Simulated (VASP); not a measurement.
Input:

```yaml
crystal:
  lattice:
    - [4.80334, 0.00000, 0.00000]
    - [0.00000, 4.80334, 0.00000]
    - [0.00000, 0.00000, 3.24493]
  atoms:
    - { symbol: Sn, position: [0.00000, 0.00000, 0.00000] }
    - { symbol: Sn, position: [0.50000, 0.50000, 0.50000] }
    - { symbol: O, position: [0.30619, 0.30619, 0.00000] }
    - { symbol: O, position: [0.80619, 0.19381, 0.50000] }
    - { symbol: O, position: [0.19381, 0.80619, 0.50000] }
    - { symbol: O, position: [0.69381, 0.69381, 0.00000] }
```

All values below come from optB88-vdW, VASP's PBE PAW potentials (set 64) (plane waves; VASP 6.6.1). Numerical set-up: 520 eV cut-off, 5×5×8 Γ-centred mesh, tetrahedra with Blöchl corrections, potentials Sn_d O.

Unless said otherwise, spin-orbit coupling is left out, though it shifts the bands of the heavy elements here.

### Question
Tabulate the total density of states (states/eV per cell) against energy (eV; zero at the valence-band maximum or, without a gap, the Fermi level).

### Answer

```csv
E (eV),DOS (states/eV)
-9.94,0.00
-9.82,0.00
-9.58,0.00
-9.46,0.00
-9.22,0.00
-9.10,0.00
-8.86,0.00
-8.74,0.00
-8.50,0.00
-8.38,0.00
-8.14,0.00
-8.02,0.00
-7.78,0.41
-7.66,0.86
-7.42,1.91
-7.30,2.47
-7.06,2.32
-6.94,2.61
-6.70,1.77
-6.58,1.35
-6.34,1.08
-6.22,0.99
-5.98,0.89
-5.86,0.87
-5.62,1.26
-5.50,0.89
-5.26,0.51
-5.14,0.88
-4.90,2.13
-4.78,2.48
-4.54,2.93
-4.42,2.63
-4.18,2.79
-4.06,3.24
-3.82,4.44
-3.70,4.93
-3.46,3.73
-3.34,3.39
-3.10,3.16
-2.98,2.99
-2.74,3.47
-2.62,3.13
-2.38,3.09
-2.26,3.10
-2.02,3.55
-1.90,3.66
-1.66,5.84
-1.54,5.50
-1.30,6.62
-1.18,8.33
-0.94,8.35
-0.82,11.0
-0.58,4.50
-0.46,2.28
-0.22,0.72
-0.10,0.17
0.14,0.00
0.26,0.00
0.50,0.00
0.62,0.00
0.86,0.00
0.98,0.00
1.22,0.01
1.34,0.02
1.58,0.04
1.70,0.06
1.94,0.10
2.06,0.12
2.30,0.16
2.42,0.17
2.66,0.21
2.78,0.23
3.02,0.29
3.14,0.32
3.38,0.50
3.50,0.60
3.74,0.68
3.86,0.70
4.10,0.81
4.22,0.76
```
Within 2 eV below the valence-band maximum the largest weight inside VASP's projection spheres is O p.

The compound is SnO2 in the rutile structure. It was relaxed first.
